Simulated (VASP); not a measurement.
Wanted: the native input for a VASP 6.6.1 run.

```yaml
Task: single point
Functional: PBE
Potentials_or_basis: VASP PAW PBE potentials, release 64 (Ga_d, Si, S)
Cutoff: 520 eV
k_mesh: 12 × 12 × 10
Occupations: gaussian, width 0.1 eV
Spin: no spin polarisation
Dipole_correction: no
Further_INCAR_settings: ALGO = Fast; EDIFF = 1e-06; NBANDS = 26
```

The structure of Ga2SiS lies in POSCAR:

```
Ga2SiS
1.0
    3.7461185927      0.0000000000      0.0000000000
    0.0000000000      3.7461185927      0.0000000000
    0.0000000000      0.0000000000      5.3049337101
Ga Si S
2 1 1
Direct
    0.0000000000      0.5000000000      0.5000000000
    0.5000000000      0.0000000000      0.5000000000
    0.5000000000      0.5000000000      0.0000000000
    0.0000000000      0.0000000000      0.0000000000
```

The cell was built by a generator and needn't be a form met in nature.

The cell isn't the ideal one: species swapped into the TiAgHg2 type (P4/mmm, No. 123).

These files were run (other wordings do the same):

INCAR

```
SYSTEM = Ga2SiS
  ALGO = Fast
  EDIFF = 1E-6
  ENCUT = 520
  GGA = PE
  ISIF = 2
  ISMEAR = 0
  LASPH = .TRUE.
  LCHARG = .FALSE.
  LREAL = .FALSE.
  LWAVE = .FALSE.
  NBANDS = 26
  NELM = 100
  PREC = Accurate
  SIGMA = 0.1
```

KPOINTS

```
k-points
0
G
  12 12 10
  0 0 0
```

Potentials or basis: VASP PAW PBE potentials, release 64 (Ga_d, Si, S).

Launch:

```sh
$ cat potpaw_PBE.64/Ga_d/POTCAR potpaw_PBE.64/Si/POTCAR potpaw_PBE.64/S/POTCAR > POTCAR
$ mpirun -np 1 vasp_std > vasp.out
```

Results of the run:

| Property | Result |
| --- | --- |
| Pressure | 0.0 GPa |
| Band gap on the k mesh | none (metal or under the smearing width) |

Run time: 3.2 min on 1 thread of Intel(R) Xeon(R) Platinum 8488C (Sapphire Rapids), on a shared host, peak memory 0.39 GiB.
